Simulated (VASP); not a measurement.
VASP input:

File POSCAR:
```
Al3Sc
1
    4.0638445191    -0.0000000000     0.0000000000
    0.0000000000     4.0638445191     0.0000000000
    0.0000000000     0.0000000000     4.0638445191
Sc Al
1 3
Direct
  0.0000000000   0.0000000000   0.0000000000
  0.0000000000   0.5000000000   0.5000000000
  0.5000000000   0.0000000000   0.5000000000
  0.5000000000   0.5000000000   0.0000000000
```

**INCAR**
```
! general
SYSTEM  = Al3Sc
PREC    = Accurate
ENCUT   = 520   ! plane-wave cut-off (eV)
LREAL   = F   ! projection in real space or not
LASPH   = T

! electronic loop
EDIFF   = 1E-6
NELM    = 100   ! most electronic steps
ALGO    = Normal   ! blocked Davidson
LMAXMIX = 4   ! l cut-off of mixed one-centre charges
LMIXTAU = T

! smearing
ISMEAR  = 1
SIGMA   = 0.1   ! width (eV)

! functional
METAGGA = R2SCAN

! ions
IBRION  = 2   ! conjugate gradients
NSW     = 60
ISIF    = 3   ! ions, shape and volume
EDIFFG  = -0.02

! output
LWAVE   = F
LCHARG  = F
```

### KPOINTS
```
Automatic
0
Gamma
  7 7 7
0 0 0
```

POTCAR, in this order: Sc_sv Al (PBE.64 set). Program: vasp_std.

Question: Translate this r2SCAN calculation to Ansatz.

Answer: One equivalent input (not run):
Ansatz 0.2 input:
```yaml
crystal:
  lattice:
    - [4.0638445, 0.0000000, 0.0000000]
    - [0.0000000, 4.0638445, 0.0000000]
    - [0.0000000, 0.0000000, 4.0638445]
  atoms:
    - { symbol: Sc, position: [0.0000000, 0.0000000, 0.0000000] }
    - { symbol: Al, position: [0.0000000, 0.5000000, 0.5000000] }
    - { symbol: Al, position: [0.5000000, 0.0000000, 0.5000000] }
    - { symbol: Al, position: [0.5000000, 0.5000000, 0.0000000] }
kpoints:
  mp_grid: { grid: [7, 7, 7] }
hamiltonian:
  xc: r2scan
  pseudopotentials: { kind: paw }
scf:
  occupations: { method: methfessel_paxton, width: 0.1 }
  max_iter: 100
relax:
  max_steps: 60
  f_tol: 0.02
  cell: {}
output: { forces: true, stress: true, eigenvalues: true }
```
The two are equivalent in intent, not identical: each code has its own PAW files, so the cut-off isn't converted (ENCUT is set for VASP's; basis.ecutwfc is left out, and Ansatz then takes the one that its files recommend); Ansatz stops its SCF on the density residual and VASP on the energy change (EDIFF).

The compound is Al3Sc in the L1_2 structure. This run relaxes it. Symmetry was kept, so distortions that lower it aren't found. The start is the result of an earlier pass.
